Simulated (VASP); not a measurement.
Calculation: PBEsol GGA, VASP's PBE PAW potentials (set 64) (plane waves; VASP 6.6.1).

A VASP calculation is set up with these files.

**KPOINTS**
```
Automatic mesh
0
Gamma
4 4 4
0 0 0
```

### INCAR
```
SYSTEM = BeMg3Te4
PREC = Accurate; ENCUT = 400; LREAL = .FALSE.
LASPH = .TRUE.
EDIFF = 1E-6; NELM = 100; ALGO = Normal
LMAXMIX = 4
ISMEAR = 0; SIGMA = 0.05
GGA = PS
IBRION = 2; NSW = 60; ISIF = 3
EDIFFG = -0.02
LWAVE = .FALSE.; LCHARG = .FALSE.
```

POSCAR:
```
BeMg3Te4
1
    6.2294434775    -0.0000000000    -0.0000000000
   -0.0000000000     6.2294434775     0.0000000000
    0.0000000000    -0.0000000000     6.2294434775
Mg Te Be
3 4 1
Direct
  0.0000000000   0.0000000000   0.0000000000
  0.5000000000   0.5000000000   0.0000000000
  0.5000000000   0.0000000000   0.5000000000
  0.2292780985   0.2707219015   0.2707219015
  0.7707219015   0.7292780985   0.2707219015
  0.7707219015   0.2707219015   0.7292780985
  0.2292780985   0.7292780985   0.7292780985
  0.0000000000   0.5000000000   0.5000000000
```

POTCAR, in this order: Mg Te Be (PBE.64 set). Program: vasp_std.

Unless said otherwise, spin-orbit coupling is left out, though it shifts the bands of the heavy elements here.

**Question.** What does the run give for the energy per atom (σ→0), band gap (on the k-mesh)?

**Answer.** 
```
Item                              Result
------------------------  --------------
energy per atom (σ→0)     -3.574 eV/atom
band gap (on the k-mesh)         2.38 eV
```

File OSZICAR:
```
...
DAV:   8    -0.285939587818E+02   -0.13408E-02   -0.28364E-02   490   0.909E-01    0.512E-01
DAV:   9    -0.285948604703E+02   -0.90169E-03   -0.30751E-03   500   0.296E-01    0.114E-01
DAV:  10    -0.285950301592E+02   -0.16969E-03   -0.82532E-04   500   0.120E-01    0.438E-02
DAV:  11    -0.285950497679E+02   -0.19609E-04   -0.77868E-05   490   0.451E-02    0.210E-02
DAV:  12    -0.285950567132E+02   -0.69453E-05   -0.30959E-05   500   0.242E-02    0.101E-02
DAV:  13    -0.285950578906E+02   -0.11774E-05   -0.31285E-06   457   0.837E-03    0.176E-03
DAV:  14    -0.285950580110E+02   -0.12045E-06   -0.17529E-07   320   0.231E-03
   1 F= -.28595058E+02 E0= -.28595058E+02  d E =-.285951E+02
```

The structure was generated: BeMg3Te4 was put into an ordered model structure (P-43m), which need not be its known phase. It was relaxed first. The start is the result of an earlier pass.
